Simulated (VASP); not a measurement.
Level of theory: LDA (Ceperley-Alder, Perdew-Zunger), VASP's LDA PAW potentials (set 64) (plane waves; VASP).

VASP input:

KPOINTS:
```
Automatic mesh
0
Gamma
12 12 12
0 0 0
```

INCAR:
```
ALGO = Normal
EDIFF = 1E-6
EDIFFG = -0.01
ENCUT = 400
IBRION = 2
ISIF = 3
ISMEAR = 1
LASPH = T
LCHARG = F
LMAXMIX = 4
LREAL = F
LWAVE = F
NELM = 100
NSW = 60
PREC = Accurate
SIGMA = 0.1
SYSTEM = AlCo
```

File POSCAR:
```
AlCo
1
    2.7941883794    -0.0000000000    -0.0000000000
   -0.0000000000     2.7941883794    -0.0000000000
   -0.0000000000    -0.0000000000     2.7941883794
Al Co
1 1
Direct
  0.0000000000   0.0000000000   0.0000000000
  0.5000000000   0.5000000000   0.5000000000
```

POTCAR, in this order: Al Co (LDA.64 set). Program: vasp_std.

Output of the run:

File OSZICAR:
```
       N       E                     dE             d eps       ncg     rms          rms(c)
DAV:   1     0.299603748455E+02    0.29960E+02   -0.47171E+03  1712   0.104E+03
DAV:   2    -0.142737046570E+02   -0.44234E+02   -0.41708E+02  1696   0.179E+02
DAV:   3    -0.153543248630E+02   -0.10806E+01   -0.10719E+01  2024   0.364E+01
DAV:   4    -0.153714462587E+02   -0.17121E-01   -0.17117E-01  2036   0.416E+00
DAV:   5    -0.153719353225E+02   -0.48906E-03   -0.48905E-03  1960   0.708E-01    0.128E+01
DAV:   6    -0.175508296651E+02   -0.21789E+01   -0.64133E+01  1908   0.125E+02    0.162E+01
DAV:   7    -0.137466933023E+02    0.38041E+01   -0.28022E+01  1844   0.790E+01    0.196E+00
DAV:   8    -0.137271308762E+02    0.19562E-01   -0.20679E-01  1762   0.393E+00    0.118E+00
DAV:   9    -0.137109285668E+02    0.16202E-01   -0.42314E-02  2074   0.285E+00    0.295E-01
DAV:  10    -0.137104574860E+02    0.47108E-03   -0.10419E-03  2040   0.472E-01    0.143E-01
DAV:  11    -0.137104399295E+02    0.17557E-04   -0.28747E-05  2186   0.546E-02    0.205E-02
DAV:  12    -0.137104349480E+02    0.49815E-05   -0.16702E-05  2008   0.598E-02    0.594E-03
DAV:  13    -0.137104348596E+02    0.88322E-07   -0.45322E-07   884   0.703E-03
   1 F= -.13710435E+02 E0= -.13710374E+02  d E =-.137104E+02
```

### OUTCAR
```
------------------------ aborting loop because EDIFF is reached ----------------------------------------
  FORCE on cell =-STRESS in cart. coord.  units (eV):
  Direction    XX          YY          ZZ          XY          YZ          ZX
  --------------------------------------------------------------------------------------
  Total       -0.0037752     -0.0037752     -0.0037752     -0.0000000     -0.0000000      0.0000000
  in kB       -0.2772566     -0.2772566     -0.2772566     -0.0000000     -0.0000000      0.0000000
  external PRESSURE =      -0.2772566 kB  Pullay stress =       0.0000000 kB
  volume of cell :       21.82
      direct lattice vectors                 reciprocal lattice vectors
     2.794188379  0.000000000  0.000000000     0.357885677  0.000000000  0.000000000
     0.000000000  2.794188379  0.000000000     0.000000000  0.357885677  0.000000000
     0.000000000  0.000000000  2.794188379     0.000000000  0.000000000  0.357885677
 POSITION                                       TOTAL-FORCE (eV/Angst)
 -----------------------------------------------------------------------------------
      0.00000      0.00000      0.00000         0.000000      0.000000      0.000000
      1.39709      1.39709      1.39709         0.000000      0.000000      0.000000
 -----------------------------------------------------------------------------------
    total drift:                                0.000000     -0.000000      0.000000
  FREE ENERGIE OF THE ION-ELECTRON SYSTEM (eV)
  ---------------------------------------------------
  free  energy   TOTEN  =       -13.7104348596 eV

  energy  without entropy=      -13.7102525932  energy(sigma->0) =      -13.71037410

 reached required accuracy - stopping structural energy minimisation
```
(Selected blocks of OUTCAR.)

### OUTCAR
```
 val. band max:       11.1186283376   @ k =   0.5000   0.3333   0.0000

 cond. band min:      11.1624905852   @ k =   0.5000   0.3333   0.0833


 Fermi energy:        11.1378478533

 k-point     1 :       0.0000    0.0000    0.0000
  band No.  band energies     occupation
      1      -0.3009      2.00000
      2       7.8523      2.00000
      3       7.8523      2.00000
      4      10.2369      2.00000
      5      10.2369      2.00000
      6      10.2369      2.00000
      7      17.3606      0.00000
      8      17.3606      0.00000
      9      17.3606      0.00000
     10      20.1849      0.00000

 k-point     2 :       0.0833    0.0000    0.0000
  band No.  band energies     occupation
      1      -0.1637      2.00000
      2       7.8431      2.00000
      3       7.8913      2.00000
      4      10.1598      2.00000
      5      10.1598      2.00000
      6      10.2451      2.00000
      7      16.1628      0.00000
      8      17.5519      0.00000
      9      17.5519      0.00000
     10      20.1582      0.00000

 k-point     3 :       0.1667    0.0000    0.0000
  band No.  band energies     occupation
      1       0.2443      2.00000
      2       7.7642      2.00000
      3       8.0003      2.00000
      4       9.9624      2.00000
      5       9.9624      2.00000
      6      10.2675      2.00000
      7      14.3250      0.00000
      8      18.0946      0.00000
      9      18.0946      0.00000
     10      20.0809      0.00000

 k-point     4 :       0.2500    0.0000    0.0000
  band No.  band energies     occupation
      1       0.9122      2.00000
      2       7.4500      2.00000
      3       8.1552      2.00000
      4       9.7165      2.00000
      5       9.7165      2.00000
      6      10.2986      2.00000
      7      12.7718     -0.00000
      8      18.9204      0.00000
      9      18.9204      0.00000
     10      19.9627      0.00000

 k-point     5 :       0.3333    0.0000    0.0000
...
```

The structure comes from a computed database's AlCo entry (Pm-3m); how it stands against other phases isn't given here. It was relaxed first. The start is the result of an earlier pass. The run is not spin-polarised, so no magnetic state was tried.
